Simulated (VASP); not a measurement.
OSZICAR of a VASP run on BP (relaxed from the zinc blende structure, space group F-43m):

File OSZICAR:
```
       N       E                     dE             d eps       ncg     rms          rms(c)
DAV:   1     0.134375263523E+02    0.13438E+02   -0.47127E+03   752   0.106E+03
DAV:   2    -0.142117961777E+02   -0.27649E+02   -0.26926E+02  1144   0.130E+02
DAV:   3    -0.144879301622E+02   -0.27613E+00   -0.27613E+00   888   0.166E+01
DAV:   4    -0.144885806148E+02   -0.65045E-03   -0.65045E-03  1224   0.817E-01
DAV:   5    -0.144885808294E+02   -0.21459E-06   -0.21459E-06   912   0.101E-02    0.869E+00
DAV:   6    -0.135918345181E+02    0.89675E+00   -0.20547E+00   880   0.835E+00    0.465E+00
DAV:   7    -0.134380915665E+02    0.15374E+00   -0.46863E-01  1144   0.419E+00    0.138E+00
DAV:   8    -0.134274564534E+02    0.10635E-01   -0.32183E-02   800   0.130E+00    0.238E-01
DAV:   9    -0.134275730832E+02   -0.11663E-03   -0.47878E-04  1104   0.218E-01    0.140E-01
DAV:  10    -0.134276147822E+02   -0.41699E-04   -0.10485E-04   784   0.769E-02    0.206E-02
DAV:  11    -0.134276184986E+02   -0.37164E-05   -0.39184E-06  1160   0.180E-02    0.299E-02
DAV:  12    -0.134276187764E+02   -0.27779E-06   -0.11367E-06   456   0.694E-03
   1 F= -.96542707E+01 E0= -.96542707E+01  d E =-.965427E+01
```

Problem. Which electronic solver shows in the log?

Solution. It is blocked Davidson (ALGO = Normal, or the opening steps of other solvers). The INCAR had ALGO = Normal.

Problem. Can the final energy be trusted as converged?

Solution. The run converged. It stopped with EDIFF = 1E-6, NELM = 100, NSW = 40 and EDIFFG = -0.02 after 1 ionic step (PBEsol GGA, plane waves, VASP's PBE PAW potentials (set 64)).

The structure was generated: BP was put into the zinc blende type (F-43m), which need not be its known phase. It was relaxed first under an external pressure of 30 GPa.
